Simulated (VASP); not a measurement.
PbO2 (rutile): the lattice constant c from VASP (plane waves, PAW) at several levels of theory. Static lattice. The measured value holds thermal and zero-point effects that the static calculation lacks.

```tsv
level	lattice constant c (Å)	error against measurement
LDA	3.397	+0.3 %
PBE	3.450	+1.8 %
PBEsol	3.418	+0.9 %
SCAN	3.415	+0.8 %
r2SCAN	3.417	+0.9 %
```

Measured: 3.388 Å (as given by Zenji Hiroi, Progress in Solid State Chemistry (2015), arXiv:1503.02262).

The cell of the LDA run:

```
CELL_PARAMETERS angstrom
      4.94130     0.00000     0.00000
      0.00000     4.94130     0.00000
      0.00000     0.00000     3.39731
ATOMIC_POSITIONS crystal
  Pb 0.00000 0.00000 0.00000
  Pb 0.50000 0.50000 0.50000
  O  0.30730 0.30730 0.00000
  O  0.80730 0.19270 0.50000
  O  0.19270 0.80730 0.50000
  O  0.69270 0.69270 0.00000
```

Only levels that ran to the end are used. Left out are those held back, those with too coarse a band path, GW runs whose mesh misses a band edge, hybrids' fits of cells that aren't cubic and levels without matching references; a question may draw on a part of the rest.

The compound is PbO2 in the rutile structure.
